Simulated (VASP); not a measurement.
Computed with PBE GGA, VASP's PBE PAW potentials (set 64) (plane waves; VASP).

The input files of a VASP run:

**INCAR**
```
! general
SYSTEM = AlN
PREC   = Accurate
ENCUT  = 400
LREAL  = .FALSE.
LASPH  = .TRUE.   ! aspherical one-centre terms

! electronic loop
EDIFF  = 1E-6   ! SCF stop (eV)
NELM   = 100
ALGO   = Normal   ! blocked Davidson

! smearing
ISMEAR = -1   ! Fermi-Dirac
SIGMA  = 0.136

! functional
GGA    = PE   ! PBE

! ions
ISIF   = 2

! output
LWAVE  = .FALSE.
LCHARG = .FALSE.
```

KPOINTS:
```
Automatic mesh
0
gamma
1 1 1
0 0 0
```

**POSCAR**
```
AlN
1
    3.1514180000     0.0000000000     0.0000000000
   -1.5757090000     2.7292080000     0.0000000000
    0.0000000000     0.0000000000    10.3169340000
Al N
4 4
Direct
  0.0000000000   0.0000000000   0.0000000000
  0.0000000000   0.0000000000   0.5000000000
  0.6666670000   0.3333330000   0.7501800000
  0.3333330000   0.6666670000   0.2501800000
  0.0000000000   0.0000000000   0.8121600000
  0.0000000000   0.0000000000   0.3121600000
  0.6666670000   0.3333330000   0.5632900000
  0.3333330000   0.6666670000   0.0632900000
```

POTCAR, in this order: Al N (PBE.64 set). Program: vasp_std.

The resulting files:

### OSZICAR
```
       N       E                     dE             d eps       ncg     rms          rms(c)
DAV:   1     0.152781346351E+03    0.15278E+03   -0.12390E+04    42   0.102E+03
DAV:   2    -0.429694776090E+02   -0.19575E+03   -0.18603E+03    68   0.245E+02
DAV:   3    -0.541387400495E+02   -0.11169E+02   -0.10951E+02    52   0.658E+01
DAV:   4    -0.542467305693E+02   -0.10799E+00   -0.10793E+00    52   0.757E+00
DAV:   5    -0.542484705323E+02   -0.17400E-02   -0.17399E-02    52   0.921E-01    0.222E+01
DAV:   6    -0.373675565451E+02    0.16881E+02   -0.53952E+01    42   0.445E+01    0.763E+00
DAV:   7    -0.374419096997E+02   -0.74353E-01   -0.35202E+00    47   0.113E+01    0.624E+00
DAV:   8    -0.375971261403E+02   -0.15522E+00   -0.22319E-01    52   0.421E+00    0.112E+00
DAV:   9    -0.376119755600E+02   -0.14849E-01   -0.58230E-02    42   0.158E+00    0.503E-01
DAV:  10    -0.376128785297E+02   -0.90297E-03   -0.47984E-03    42   0.441E-01    0.162E-01
DAV:  11    -0.376135810017E+02   -0.70247E-03   -0.69066E-04    52   0.208E-01    0.840E-02
DAV:  12    -0.376135733912E+02    0.76104E-05   -0.25328E-05    47   0.361E-02    0.445E-02
DAV:  13    -0.376135711588E+02    0.22325E-05   -0.96948E-06    52   0.207E-02    0.246E-02
DAV:  14    -0.376135689670E+02    0.21918E-05   -0.46236E-06    42   0.131E-02    0.127E-02
DAV:  15    -0.376135683433E+02    0.62374E-06   -0.17567E-06    36   0.867E-03
   1 F= -.37613568E+02 E0= -.37613515E+02  d E =-.107004E-03
```

**OUTCAR**
```
------------------------ aborting loop because EDIFF is reached ----------------------------------------
  FORCE on cell =-STRESS in cart. coord.  units (eV):
  Direction    XX          YY          ZZ          XY          YZ          ZX
  --------------------------------------------------------------------------------------
  Total        1.2828808      1.2828807     -0.5428009     -0.0000000      0.0000000      0.0000000
  in kB       23.1634680     23.1634672     -9.8007167     -0.0000000      0.0000000      0.0000000
  external PRESSURE =      12.1754062 kB  Pullay stress =       0.0000000 kB
  volume of cell :       88.73
      direct lattice vectors                 reciprocal lattice vectors
     3.151418000  0.000000000  0.000000000     0.317317474  0.183203332  0.000000000
    -1.575709000  2.729208000  0.000000000     0.000000000  0.366406664  0.000000000
     0.000000000  0.000000000 10.316934000     0.000000000  0.000000000  0.096928021
  FREE ENERGIE OF THE ION-ELECTRON SYSTEM (eV)
  ---------------------------------------------------
  free  energy   TOTEN  =       -37.6135683433 eV

  energy  without entropy=      -37.6134613396  energy(sigma->0) =      -37.61351484
```
(Selected blocks of OUTCAR.)

**OUTCAR**
```
 val. band max:        6.7140951535   @ k =   0.0000   0.0000   0.0000

 cond. band min:       9.8575412641   @ k =   0.0000   0.0000   0.0000


 Fermi energy:         8.3502033744

 k-point     1 :       0.0000    0.0000    0.0000
  band No.  band energies     occupation
      1      -8.3210      2.00000
      2      -7.5003      2.00000
      3      -7.4074      2.00000
      4      -6.1880      2.00000
      5       0.1919      2.00000
      6       2.8717      2.00000
      7       2.9541      2.00000
      8       6.0853      2.00000
      9       6.0853      2.00000
     10       6.3185      2.00000
     11       6.3185      2.00000
     12       6.4498      2.00000
     13       6.4498      2.00000
     14       6.4669      2.00000
     15       6.7141      1.99999
     16       6.7141      1.99999
     17       9.8575      0.00003
     18      12.1047      0.00000
     19      12.4928      0.00000
     20      12.6834      0.00000
     21      15.6741      0.00000
```

At this cut-off the stress carries a Pulay error, which pulls relaxed volumes low.

The structure was generated: AlN was put into an ordered model structure, which need not be its known phase. The cell was not relaxed at this level. The k-mesh is coarse (spacing up to 2.30 per Å, 2π included), so the numbers may not be converged in it. The run is one of a series of settings (KPOINTS 1×1×1 Γ-centred mesh against the base run), some of them coarse on purpose.
